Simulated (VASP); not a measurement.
Output of a VASP run:

OSZICAR:
```
       N       E                     dE             d eps       ncg     rms          rms(c)
DAV:   1     0.119520773707E+03    0.11952E+03   -0.95096E+03  3198   0.142E+03
DAV:   2    -0.178497628364E+01   -0.12131E+03   -0.11624E+03  3292   0.381E+02
DAV:   3    -0.331003377557E+01   -0.15251E+01   -0.15144E+01  3679   0.486E+01
DAV:   4    -0.332009727788E+01   -0.10064E-01   -0.10063E-01  3541   0.411E+00
DAV:   5    -0.332027380049E+01   -0.17652E-03   -0.17652E-03  3632   0.515E-01    0.632E+00
DAV:   6    -0.299589320436E+01    0.32438E+00   -0.92027E-01  3322   0.135E+01    0.224E+00
DAV:   7    -0.299065505886E+01    0.52381E-02   -0.63613E-03  3487   0.119E+00    0.126E+00
DAV:   8    -0.298928828041E+01    0.13668E-02   -0.33237E-03  3265   0.908E-01    0.445E-02
DAV:   9    -0.298929548322E+01   -0.72028E-05   -0.31094E-05  3861   0.772E-02    0.164E-02
DAV:  10    -0.298931710389E+01   -0.21621E-04   -0.53631E-05  3256   0.855E-02    0.349E-03
DAV:  11    -0.298931774393E+01   -0.64004E-06   -0.16756E-07  3546   0.499E-03    0.204E-03
DAV:  12    -0.298931870527E+01   -0.96134E-06   -0.35782E-07  3327   0.568E-03    0.294E-04
DAV:  13    -0.298931883869E+01   -0.13342E-06   -0.11809E-08  2000   0.129E-03    0.144E-04
DAV:  14    -0.298931877584E+01    0.62841E-07   -0.11441E-09  1661   0.451E-04
   1 F= -.29893188E+01 E0= -.29891453E+01  d E =-.520489E-03
```

### OUTCAR
```
------------------------ aborting loop because EDIFF is reached ----------------------------------------
  FORCE on cell =-STRESS in cart. coord.  units (eV):
  Direction    XX          YY          ZZ          XY          YZ          ZX
  --------------------------------------------------------------------------------------
  Total       -0.5236855     -0.5236855     -0.5236855      0.0000000      0.0000000      0.0000000
  in kB      -53.0848903    -53.0848903    -53.0848903      0.0000000      0.0000000      0.0000000
  external PRESSURE =     -53.0848903 kB  Pullay stress =       0.0000000 kB
  volume of cell :       15.81
      direct lattice vectors                 reciprocal lattice vectors
     0.000000000  1.991865814  1.991865814    -0.251020925  0.251020925  0.251020925
     1.991865814  0.000000000  1.991865814     0.251020925 -0.251020925  0.251020925
     1.991865814  1.991865814  0.000000000     0.251020925  0.251020925 -0.251020925
 POSITION                                       TOTAL-FORCE (eV/Angst)
 -----------------------------------------------------------------------------------
      0.00000      0.00000      0.00000        -0.000000      0.000000      0.000000
 -----------------------------------------------------------------------------------
    total drift:                               -0.000000     -0.000000     -0.000000
  FREE ENERGIE OF THE ION-ELECTRON SYSTEM (eV)
  ---------------------------------------------------
  free  energy   TOTEN  =        -2.9893187758 eV

  energy  without entropy=       -2.9887982871  energy(sigma->0) =       -2.98914528
```
(Selected blocks of OUTCAR.)

### POSCAR
```
Rh
1
    0.0000000000     1.9918658136     1.9918658136
    1.9918658136     0.0000000000     1.9918658136
    1.9918658136     1.9918658136     0.0000000000
Rh
1
Direct
  0.0000000000   0.0000000000   0.0000000000
```

Reconstruct the remaining input files.

One answer among several that fit: the input of the run itself, vdW-DF2, plane waves, VASP's PBE PAW potentials (set 64).

### INCAR
```
ZAB_VDW  =  -1.8867
NELM  =  100   ! most electronic steps
PREC  =  Accurate
ISIF  =  2   ! forces and stress, cell fixed
ALGO  =  Normal
LWAVE  =  .FALSE.
LASPH  =  .TRUE.
ENCUT  =  520   ! plane-wave cut-off (eV)
GGA  =  ML
LUSE_VDW  =  .TRUE.
AGGAC  =  0.0
EDIFF  =  1E-7
ISMEAR  =  1
SIGMA  =  0.1
LREAL  =  .FALSE.   ! projection in real space or not
LCHARG  =  .FALSE.
LMAXMIX  =  4   ! l cut-off of mixed one-centre charges
SYSTEM  =  Rh
```

KPOINTS:
```
Automatic mesh
0
Gamma
16 16 16
0 0 0
```

POTCAR, in this order: Rh_pv (PBE.64 set). Program: vasp_std.

The compound is Rh in the fcc structure. This cell is one point of a volume scan, at 1.03 of the reference volume.
